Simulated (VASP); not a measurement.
A convergence study with VASP on TiAl (L1_0): one setting is varied, all else stays as given below, so the limit is that of these other settings.

```
AlTi
1.0
    2.83000     0.00000     0.00000
    0.00000     2.83000     0.00000
    0.00000     0.00000     4.07000
Ti Al
1 1
Cartesian
  0.00000   0.00000   0.00000
  1.41500   1.41500   2.03500
```

The numbers are results of PBE GGA, VASP's PBE PAW potentials (set 64) (plane waves; VASP), not measurements. The tightest run used: 550 eV cut-off, 22×22×16 Γ-centred mesh, first-order Methfessel-Paxton smearing of 0.10 eV, potentials Ti_sv Al.

| setting | E (eV/atom) | pressure (GPa) | irreducible k-points |
|---|---|---|---|
| 1×1×1 mesh | -7.8267 | -2.47 | 1 |
| 2×2×1 mesh | -6.0081 | 1.05 | 3 |
| 3×3×2 mesh | -6.1746 | -1.92 | 6 |
| 4×4×3 mesh | -6.1570 | -0.38 | 12 |
| 5×5×4 mesh | -6.1624 | -0.40 | 18 |

### Question
These are the cheaper rows. Estimate the results at 22×22×16 mesh, and how far the last row shown lies from them.

### Answer

```tsv
quantity	tightest run	last row shown is off by
E (eV/atom)	-6.1953	0.0329
pressure (GPa)	-0.50	0.10
```

Left out are rungs that failed or repeat a setting and relaxations that didn't move; long series are thinned to 24 rows.

The compound is TiAl in the L1_0 structure. The cell was not relaxed at this level. The electron count is odd and the run is not spin-polarised, which forces a metal.
